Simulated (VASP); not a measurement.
# Y with SCAN: from relaxation to properties, part 5 of 5

What structure does Y take at this level, and what are its properties? The start is a cell from a database of measured crystal structures.

VASP 6.6.1; SCAN; plane waves and PAW (Y_sv).

Still holding for the runs below: The k-mesh is coarse for a metal.

So far. Step 13 (Volume scan with SCAN, volume scale 1.06): The pressure falls from -1.54 to -2.24 GPa. The parabola predicted -2.18 GPa, +0.05 GPa off. Step 15 (Fit for SCAN): The fitted volume lies +0.40 % from the relaxed one. At a finite cutoff and mesh the minimum of the energy and the zero of the stress don't quite coincide, and the relaxation stops at a threshold. The relaxed cell has a = 3.677, c = 5.655 Å (conventional setting).

## Step 16: Independent-particle dielectric function (SCAN)

This step: SCAN; plane waves and PAW (Y_sv) (VASP 6.6.1).

LOPTICS sums transitions from filled to empty bands. The mesh is finer than in the run before. NBANDS is raised for it.

Contents of INCAR:

```
SYSTEM = Y
PREC = Accurate
ENCUT = 400
EDIFF = 1E-06
NELM = 100
ISMEAR = 1
SIGMA = 0.2
LREAL = .FALSE.
ALGO = Normal
METAGGA = SCAN
LASPH = .TRUE.
NBANDS = 27
LORBIT = 11
LWAVE = .FALSE.
LCHARG = .FALSE.
KPAR = 2
LOPTICS = .TRUE.
NEDOS = 1500
CSHIFT = 0.1
```

Contents of POSCAR:

```
Y
1.0
    3.6770194897      0.0000000000      0.0000000000
   -1.8385097448      3.1843922883      0.0000000000
    0.0000000000      0.0000000000      5.6552196470
Y
2
Direct
    0.3333333333      0.6666666667      0.2500000000
    0.6666666667      0.3333333333      0.7500000000
```

Contents of KPOINTS:

```
Automatic mesh
0
Gamma
10 10 6
0 0 0
```

Potentials, in the order of the species: Y_sv (PBE family, release 64).

Started as:

```sh
mpirun -np 2 vasp_std
```

The log of the run:

```text
[... set-up lines as in an earlier step ...]
 entering main loop
       N       E                     dE             d eps       ncg     rms          rms(c)
DAV:   1     0.475352127944E+02    0.47535E+02   -0.91208E+03  3080   0.661E+02
DAV:   2    -0.532057748957E+02   -0.10074E+03   -0.96934E+02  3953   0.189E+02
DAV:   3    -0.626968889654E+02   -0.94911E+01   -0.91114E+01  5373   0.332E+01
DAV:   4    -0.629748077733E+02   -0.27792E+00   -0.27695E+00  3386   0.582E+00
DAV:   5    -0.629775244501E+02   -0.27167E-02   -0.27164E-02  3680   0.583E-01    0.322E+01
DAV:   6    -0.559093669522E+02    0.70682E+01   -0.80743E+00  4311   0.867E+00    0.225E+01
DAV:   7    -0.556280666152E+02    0.28130E+00   -0.65219E-01  4112   0.446E+00    0.743E+00
DAV:   8    -0.556537509219E+02   -0.25684E-01   -0.17692E-01  3688   0.219E+00    0.129E+00
DAV:   9    -0.556499325640E+02    0.38184E-02   -0.24502E-02  3270   0.101E+00    0.556E-01
DAV:  10    -0.556486005678E+02    0.13320E-02   -0.19605E-03  3531   0.274E-01    0.331E-01
DAV:  11    -0.556482909977E+02    0.30957E-03   -0.13815E-04  3710   0.627E-02    0.198E-01
DAV:  12    -0.556480783218E+02    0.21268E-03   -0.90438E-05  3111   0.547E-02    0.153E-02
DAV:  13    -0.556481132296E+02   -0.34908E-04   -0.42718E-06  3806   0.108E-02    0.131E-02
DAV:  14    -0.556481533364E+02   -0.40107E-04   -0.81208E-07  2709   0.601E-03    0.336E-03
DAV:  15    -0.556481556240E+02   -0.22876E-05   -0.97517E-08  1668   0.150E-03    0.668E-04
DAV:  16    -0.556481554043E+02    0.21973E-06   -0.33680E-08  1638   0.106E-03
   1 F= -.55648155E+02 E0= -.55648706E+02  d E =0.165279E-02
 optical routines
 imaginary and real dielectric function
 direction            1
 direction            2
 direction            3
```

Elapsed: 61 s, on 2 MPI ranks of Intel Xeon 6975P-C (Granite Rapids), shared host; peak memory 0.52 GiB.

From OUTCAR (step 16):

```text
   k-points           NKPTS =     56   k-points in BZ     NKDIM =     56   number of bands    NBANDS=     27

   NELECT =      22.0000    total number of electrons

 E-fermi :   2.9663

 k-point     1 :       0.0000    0.0000    0.0000
  band No.  band energies     occupation
    ...
      6     -20.3151      2.00000
      7     -20.3150      2.00000
      8     -20.2750      2.00000
      9      -1.9039      2.00000
     10       1.1151      2.00000
     11       3.8622     -0.00000
     12       4.9046     -0.00000
     13       4.9048     -0.00000
     14       5.3602     -0.00000
     15       5.5842     -0.00000
    ...

  Total       -0.0254909     -0.0254909      0.0038171     -0.0000000      0.0000000      0.0000000
  in kB       -0.6167699     -0.6167699      0.0923566     -0.0000000      0.0000000      0.0000000
  external PRESSURE =      -0.3803944 kB  Pullay stress =       0.0000000 kB

  FREE ENERGIE OF THE ION-ELECTRON SYSTEM (eV)
  ---------------------------------------------------
  free  energy   TOTEN  =       -55.6481554043 eV

  energy  without entropy=      -55.6498081972  energy(sigma->0) =      -55.64870634

 plasma frequency squared (from intraband transitions) (eV^2)
  --------------------------------------------------------------------------------------
       9.731       0.000       0.000
       0.000       9.731       0.000
       0.000       0.000      20.919

[... 9 parts as in an earlier step ...]

[... 8 further parts left out ...]
```

The imaginary part turns negative at the lowest energies, an artefact of Methfessel-Paxton occupations outside 0 and 1. These are independent-particle spectra without excitons or local fields, and fine structure depends on the mesh and on CSHIFT. The intraband (Drude) part is not in this spectrum.

This step gave:

| Property | Result |
| --- | --- |
| SCF cycles | 16 |
| bands | 27 |
| irreducible k-points | 56 |
| free energy (TOTEN) | -55.6482 eV |
| energy at zero smearing | -55.6487 eV |
| Fermi energy | 2.966 eV |
| pressure | -0.03804 GPa |

The imaginary dielectric function has structure finer than the step of the table below, so its rows give means over 0.5 eV, whole bins alone (the curve runs from 0 to 25.0 eV). Peaks (eV: height): xx 0.24: 39.0, 1.39: 24.5; zz 0.43: 12.4, 1.78: 25.1, 2.40: 22.4.

Table of imaginary dielectric function by photon energy; means over each step:

| photon energy (eV) | xx | zz |
| --- | --- | --- |
| 0.5 | 24.6 | 9.13 |
| 1.0 | 19.8 | 5.95 |
| 1.5 | 22.4 | 18.9 |
| 2.0 | 19.1 | 21.7 |
| 2.5 | 12.5 | 20.0 |
| 3.0 | 7.18 | 11.9 |
| 3.5 | 5.68 | 5.59 |
| 4.0 | 4.26 | 4.59 |
| 4.5 | 4.22 | 2.91 |
| 5.0 | 3.42 | 2.67 |
| 5.5 | 3.69 | 2.68 |
| 6.0 | 3.08 | 2.16 |
| 6.5 | 3.08 | 1.70 |
| 7.0 | 3.55 | 1.90 |
| 7.5 | 4.03 | 2.86 |
| 8.0 | 3.27 | 3.10 |
| 8.5 | 1.92 | 2.36 |
| 9.0 | 1.29 | 1.13 |
| 9.5 | 1.05 | 0.903 |
| 10.0 | 0.782 | 0.818 |
| 10.5 | 0.459 | 0.633 |
| 11.0 | 0.461 | 0.433 |
| 11.5 | 0.457 | 0.401 |
| 12.0 | 0.296 | 0.315 |
| 12.5 | 0.278 | 0.303 |
| 13.0 | 0.283 | 0.285 |
| 13.5 | 0.199 | 0.188 |
| 14.0 | 0.180 | 0.166 |
| 14.5 | 0.159 | 0.167 |
| 15.0 | 0.0774 | 0.131 |
| 15.5 | 0.0558 | 0.0996 |
| 16.0 | 0.0502 | 0.0567 |
| 16.5 | 0.0385 | 0.0390 |
| 17.0 | 0.0242 | 0.0245 |
| 17.5 | 0.0225 | 0.0205 |
| 18.0 | 0.0142 | 0.0139 |
| 18.5 | 0.0132 | 0.0128 |
| 19.0 | 0.0134 | 0.0131 |
| 19.5 | 0.0140 | 0.0137 |
| 20.0 | 0.0152 | 0.0150 |
| 20.5 | 0.0171 | 0.0170 |
| 21.0 | 0.0201 | 0.0200 |
| 21.5 | 0.0249 | 0.0250 |
| 22.0 | 0.0336 | 0.0337 |
| 22.5 | 0.0520 | 0.0518 |
| 23.0 | 0.121 | 0.122 |
| 23.5 | 0.915 | 0.767 |
| 24.0 | 1.22 | 1.18 |
| 24.5 | 1.41 | 2.26 |

Real dielectric function against photon energy:

| photon energy (eV) | xx | zz |
| --- | --- | --- |
| 0 | 82.9 | 22.5 |
| 1 | 16.7 | 20.9 |
| 2 | -1.10 | 5.27 |
| 3 | -3.54 | -6.93 |
| 4 | -1.61 | -2.95 |
| 5 | 0.165 | -0.764 |
| 6 | 0.166 | -0.729 |
| 7 | 0.00665 | 0.509 |
| 8 | -2.31 | -0.685 |
| 9 | -1.28 | -1.14 |
| 10 | -0.876 | -0.474 |
| 11 | -0.200 | -0.130 |
| 12 | 0.0345 | 0.203 |
| 13 | 0.268 | 0.411 |
| 14 | 0.472 | 0.541 |
| 15 | 0.573 | 0.648 |
| 16 | 0.761 | 0.775 |
| 17 | 0.897 | 0.929 |
| 18 | 1.03 | 1.06 |
| 19 | 1.16 | 1.19 |
| 20 | 1.30 | 1.32 |
| 21 | 1.47 | 1.50 |
| 22 | 1.72 | 1.75 |
| 23 | 2.28 | 2.31 |
| 24 | 2.00 | 2.57 |

## Step 17: What came out

* relaxed volume: 33.11 Å³/atom
* relaxed conventional cell a, b, c: 3.677, 3.677, 5.655 Å; angles 90.0, 90.0, 120.0°
* space group after relaxing, within 0.02 Å: P6_3/mmc (No. 194)
* band gap: none, a metal
* DOS at the Fermi level: 3.93 states/eV/cell
* bulk modulus from the fit: 42.0 GPa
* volume from the fit: 33.2 Å³/atom

In words: With SCAN, Y relaxes to 33.11 Å³/atom in space group P6_3/mmc (held by the symmetry of the run), comes out as a metal and has a bulk modulus of 42.0 GPa. Against the listed cell the volume lies +0.3 % (a +0.8 %, c -1.3 %). Bands along the symmetry lines (SCAN): Of the bands kept, 2 cross the Fermi level on this path. Spin-orbit coupling is left out; it would split some degenerate bands. The k-sampling is coarse for a metal, so the Fermi level, pressures and the shape of the cell carry errors. No search among competing phases was made. All values are for a static lattice at zero temperature.

[Lines on the potential files, build, host, timing and source positions are cut from VASP's logs without a mark.]

[Logs are printed without paths, hosts, clocks, repeated set-up lines and the standing remarks that a program may print on its own settings, such as how far it seeks lower states.]

[Hosts, paths, dates, database ids (printed as entryN), source tags and the programs' standing remarks are cut or masked in the printed files.]

[A measured line is paired with the nearest computed mode of its activity, which favours agreement.]
